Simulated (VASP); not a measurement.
Be3Te2Se:

```
Be Te Se
1.0
    -2.03856    1.84931    8.41211
     3.74871   -3.82907   16.77740
     2.07734    1.95331   -8.42754
Be Te Se
6 4 2
Direct
  0.75998 0.13462 0.53160
  0.76077 0.61554 0.50303
  0.07103 0.27299 0.47236
  0.02705 0.77522 0.42623
  0.42699 0.44628 0.48819
  0.45143 0.96281 0.53740
  0.66503 0.33200 0.01104
  0.62193 0.83262 0.96877
  0.36590 0.16097 0.01325
  0.34724 0.66464 0.98953
  0.96186 0.00430 0.96666
  0.00669 0.48673 0.00195
```

The cell was built by a generator and needn't be a form met in nature.

```yaml
Program: VASP 6.6.1
Task: relaxation of cell and atoms
Functional: PBE
Potentials_or_basis: VASP PAW PBE potentials, release 64 (Be, Te, Se)
Cutoff: 520 eV
k_mesh: 6 × 6 × 6
Occupations: gaussian, width 0.05 eV
Spin: no spin polarisation
```

At the start: pressure 0.7 GPa; volume 21.03 Å³/atom.

Q: How do energy, volume and symmetry change on relaxing?

A: Over 15 steps the energy falls by 65.1 meV/atom and the volume is 20.94 Å³/atom (-0.5 %); space group I-4m2 (No. 119, to 0.05 Å).

The path:
```
step  energy change (eV)  largest force (eV/Å)  pressure (GPa)  volume (Å³)
   1              0.0000                1.4660            0.73       252.41
   2             -0.4865                0.8105           -0.78       255.85
   3             -0.5947                0.5922           -1.54       258.36
   4             -0.7049                0.3997            0.14       250.47
   5             -0.7076                0.3775            0.56       248.91
   6             -0.7389                0.2422            0.21       250.33
   7             -0.7440                0.2743           -0.02       251.25
   8             -0.7579                0.1946           -0.13       251.66
   9             -0.7621                0.1664           -0.22       252.04
  10             -0.7731                0.1083            0.01       251.03
  11             -0.7761                0.0898            0.18       250.29
  12             -0.7762                0.1014            0.21       250.14
  13             -0.7796                0.0566            0.00       251.19
  14             -0.7798                0.0431           -0.10       251.56
  15             -0.7809                0.0213           -0.03       251.24
```

Final structure:
```cif
data_structure
_symmetry_space_group_name_H-M 'P 1'
_symmetry_Int_Tables_number 1
_cell_length_a 8.6935
_cell_length_b 17.3893
_cell_length_c 8.6941
_cell_angle_alpha 154.062
_cell_angle_beta 154.047
_cell_angle_gamma 37.013
_cell_volume 251.24
loop_
_atom_site_label
_atom_site_type_symbol
_atom_site_fract_x
_atom_site_fract_y
_atom_site_fract_z
_atom_site_occupancy
Be1 Be 0.74810 0.11935 0.49249 1
Be2 Be 0.74675 0.62037 0.49299 1
Be3 Be 0.07352 0.28249 0.49433 1
Be4 Be 0.07005 0.78226 0.49156 1
Be5 Be 0.42247 0.45717 0.49173 1
Be6 Be 0.42263 0.95796 0.49290 1
Te1 Te 0.66142 0.32637 0.99401 1
Te2 Te 0.65828 0.82582 0.99095 1
Te3 Te 0.33469 0.16342 0.99243 1
Te4 Te 0.33423 0.66365 0.99205 1
Se1 Se 0.99671 0.99526 0.99272 1
Se2 Se 0.99705 0.49462 0.99185 1
```
